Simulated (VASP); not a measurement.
Method: r2SCAN meta-GGA, VASP's PBE PAW potentials (set 64) (plane waves; VASP).

A VASP calculation is set up with these files.

**INCAR**
```
SYSTEM=V
PREC=Accurate; ENCUT=520; LREAL=F
LASPH=T
EDIFF=1E-7; NELM=100; ALGO=Normal
LMAXMIX=4; LMIXTAU=T
ISMEAR=1; SIGMA=0.1
METAGGA=R2SCAN
ISIF=2
LWAVE=F; LCHARG=F
```

### KPOINTS
```
Automatic mesh
0
Gamma
17 17 17
0 0 0
```

POSCAR:
```
V
1
   -1.5066095989     1.5066095989     1.5066095989
    1.5066095989    -1.5066095989     1.5066095989
    1.5066095989     1.5066095989    -1.5066095989
V
1
Direct
  0.0000000000   0.0000000000   0.0000000000
```

POTCAR, in this order: V_sv (PBE.64 set). Program: vasp_std.

Output

File OSZICAR:
```
       N       E                     dE             d eps       ncg     rms          rms(c)
DAV:   1     0.828552362618E+02    0.82855E+02   -0.75553E+03  3300   0.145E+03
DAV:   2    -0.172674100682E+02   -0.10012E+03   -0.98260E+02  3382   0.383E+02
DAV:   3    -0.189065752969E+02   -0.16392E+01   -0.16096E+01  3480   0.575E+01
DAV:   4    -0.189192182313E+02   -0.12643E-01   -0.12640E-01  3362   0.505E+00
DAV:   5    -0.189193553111E+02   -0.13708E-03   -0.13708E-03  3456   0.559E-01    0.222E+01
DAV:   6    -0.138118028436E+02    0.51076E+01   -0.14251E+01  3316   0.613E+01    0.373E+00
DAV:   7    -0.141362392156E+02   -0.32444E+00   -0.12411E+00  3304   0.164E+01    0.218E+00
DAV:   8    -0.141061252831E+02    0.30114E-01   -0.21545E-01  3304   0.692E+00    0.772E-01
DAV:   9    -0.141297185440E+02   -0.23593E-01   -0.21230E-02  3302   0.224E+00    0.843E-01
DAV:  10    -0.141208968749E+02    0.88217E-02   -0.29116E-02  3306   0.253E+00    0.103E-01
DAV:  11    -0.141225120158E+02   -0.16151E-02   -0.80160E-04  3304   0.440E-01    0.151E-01
DAV:  12    -0.141225013516E+02    0.10664E-04   -0.73318E-04  3306   0.423E-01    0.444E-02
DAV:  13    -0.141223620848E+02    0.13927E-03   -0.82756E-05  3322   0.114E-01    0.119E-02
DAV:  14    -0.141223494307E+02    0.12654E-04   -0.42037E-06  3338   0.262E-02    0.310E-03
DAV:  15    -0.141223447805E+02    0.46502E-05   -0.81609E-07  3304   0.122E-02    0.868E-04
DAV:  16    -0.141223474398E+02   -0.26593E-05   -0.53158E-08  1666   0.310E-03    0.468E-04
DAV:  17    -0.141223466092E+02    0.83063E-06   -0.46194E-09  1656   0.117E-03    0.100E-04
DAV:  18    -0.141223472913E+02   -0.68210E-06   -0.16052E-09  1652   0.719E-04    0.574E-05
DAV:  19    -0.141223468848E+02    0.40653E-06   -0.22490E-10  1656   0.283E-04    0.366E-05
DAV:  20    -0.141223470009E+02   -0.11610E-06   -0.11862E-10  1652   0.175E-04    0.177E-05
DAV:  21    -0.141223469978E+02    0.30805E-08   -0.11409E-11  1656   0.703E-05
   1 F= -.14122347E+02 E0= -.14122406E+02  d E =0.177672E-03
```

File OUTCAR:
```
------------------------ aborting loop because EDIFF is reached ----------------------------------------
  FORCE on cell =-STRESS in cart. coord.  units (eV):
  Direction    XX          YY          ZZ          XY          YZ          ZX
  --------------------------------------------------------------------------------------
  Total       -0.4140630     -0.4140630     -0.4140630      0.0000000     -0.0000000      0.0000000
  in kB      -48.4969896    -48.4969896    -48.4969896      0.0000000     -0.0000000      0.0000000
  external PRESSURE =     -48.4969896 kB  Pullay stress =       0.0000000 kB
  volume of cell :       13.68
      direct lattice vectors                 reciprocal lattice vectors
    -1.506609599  1.506609599  1.506609599     0.000000000  0.331870977  0.331870977
     1.506609599 -1.506609599  1.506609599     0.331870977  0.000000000  0.331870977
     1.506609599  1.506609599 -1.506609599     0.331870977  0.331870977  0.000000000
 POSITION                                       TOTAL-FORCE (eV/Angst)
 -----------------------------------------------------------------------------------
      0.00000      0.00000      0.00000        -0.000000     -0.000000     -0.000000
 -----------------------------------------------------------------------------------
    total drift:                                0.000000     -0.000000      0.000000
  FREE ENERGIE OF THE ION-ELECTRON SYSTEM (eV)
  ---------------------------------------------------
  free  energy   TOTEN  =       -14.1223469978 eV

  energy  without entropy=      -14.1225246695  energy(sigma->0) =      -14.12240622
```
(Selected blocks of OUTCAR.)

The compound is V in the bcc structure. This cell is one point of a volume scan, at 1.03 of the reference volume. The run is not spin-polarised, so no magnetic state was tried.
